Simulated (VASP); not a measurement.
Consider the following.

```xyz
2
Lattice="1.7980 -3.1141 0.0000 1.7980 3.1141 0.0000 0.0000 0.0000 5.5247" Properties=species:S:1:pos:R:3 pbc="T T T"
Ho     1.7980     1.0381     1.3812
Ho     1.7980    -1.0381     4.1435
```

The numbers are results of r2SCAN+rVV10, VASP's PBE PAW potentials (set 64) (plane waves; VASP 6.6.1), not measurements. Numerical set-up: 520 eV cut-off, 13×13×8 Γ-centred mesh, tetrahedra with Blöchl corrections, potentials Ho_3.

The 4f electrons are frozen in the core of the lanthanide potential, so 4f levels, which can set the real gap, and their magnetism are missing.

### Question
Predict the energy per atom (σ→0), band gap (over mesh and band path) with the smallest direct gap where there is one.

### Answer

```yaml
band gap (over mesh and band path): none (metal, semimetal or under 0.01 eV)
energy per atom (σ→0): -32.632 eV/atom
```

Only differences to runs with the same potentials and settings are physical.

The compound is Ho in the hcp structure. It was relaxed first.
